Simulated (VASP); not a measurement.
Consider the following.

```xyz
2
Lattice="3.4910 0.0000 0.0000 0.0000 3.4910 0.0000 0.0000 0.0000 3.4910" Properties=species:S:1:pos:R:3 pbc="T T T"
Lu     0.0000     0.0000     0.0000
Zn     1.7455     1.7455     1.7455
```

The numbers are results of PBEsol GGA, VASP's PBE PAW potentials (set 64) (plane waves; VASP), not measurements. Run with 300 eV cut-off, 12×12×12 Γ-centred mesh, Gaussian smearing of 0.10 eV, potentials Lu_3 Zn.

At this cut-off the stress carries a Pulay error, which pulls relaxed volumes low.

What does the run give for the energy per atom (σ→0), pressure, band gap (on the k-mesh) with the smallest direct gap where there is one?

```
Property                                                    Result
------------------------  ----------------------------------------
band gap (on the k-mesh)  none (metal, semimetal or under 0.01 eV)
energy per atom (σ→0)                               -3.576 eV/atom
pressure                                                 -3.48 GPa
```

Total energies compare only between runs with the same potentials, cut-off and functional.

The structure comes from a measured LuZn entry (Pm-3m) of the Crystallography Open Database, whose conditions weren't checked. The cell was not relaxed at this level. The electron count is odd and the run is not spin-polarised, which forces a metal.
